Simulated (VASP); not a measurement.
Calculation: PBE GGA, VASP's PBE PAW potentials (set 64) (plane waves; VASP).

The input files of a VASP run:

File POSCAR:
```
Tb
1
    1.8218515215    -3.1555389290     0.0000000000
    1.8218515215     3.1555389290     0.0000000000
    0.0000000000     0.0000000000     5.6469001951
Tb
2
Direct
  0.3333330000   0.6666670000   0.2500000000
  0.6666670000   0.3333330000   0.7500000000
```

**INCAR**
```
! general
SYSTEM =Tb
PREC   =Accurate
ENCUT  =520
LREAL  =.FALSE.
LASPH  =.TRUE.

! electronic loop
EDIFF  =1E-7
NELM   =100
ALGO   =Normal
LMAXMIX=6

! smearing
ISMEAR =1
SIGMA  =0.1

! functional
GGA    =PE

! ions
IBRION =2
NSW    =30
ISIF   =4
EDIFFG =-0.01

! output
LWAVE  =.FALSE.
LCHARG =.FALSE.
```

### KPOINTS
```
Automatic mesh
0
Gamma
12 12 7
0 0 0
```

POTCAR, in this order: Tb_3 (PBE.64 set). Program: vasp_std.

The 4f electrons are frozen in the core of the lanthanide potential, so 4f levels, which can set the real gap, and their magnetism are missing.

Task: Estimate the energy per atom (σ→0), band gap (on the k-mesh).

Result: 
```
Item                                                        Result
------------------------  ----------------------------------------
energy per atom (σ→0)                           -439.4 kJ/mol-atom
band gap (on the k-mesh)  none (metal, semimetal or under 0.01 eV)
```

**OSZICAR**
```
...
       N       E                     dE             d eps       ncg     rms          rms(c)
DAV:   1    -0.911070174869E+01   -0.16560E-02   -0.76281E-02  1986   0.204E+00    0.176E-01
DAV:   2    -0.910971435005E+01    0.98740E-03   -0.12949E-03  2306   0.306E-01    0.107E-01
DAV:   3    -0.910929146773E+01    0.42288E-03   -0.52666E-04  2440   0.178E-01    0.593E-02
DAV:   4    -0.910929105043E+01    0.41730E-06   -0.84421E-05  2508   0.684E-02    0.274E-02
DAV:   5    -0.910929106966E+01   -0.19224E-07   -0.20310E-06  2578   0.111E-02    0.342E-03
DAV:   6    -0.910929097505E+01    0.94612E-07   -0.26120E-07  2332   0.373E-03
   3 F= -.91092910E+01 E0= -.91091397E+01  d E =-.116876E-02
```

The compound is Tb in the hcp structure. This run relaxes it. Symmetry was kept, so distortions that lower it aren't found.
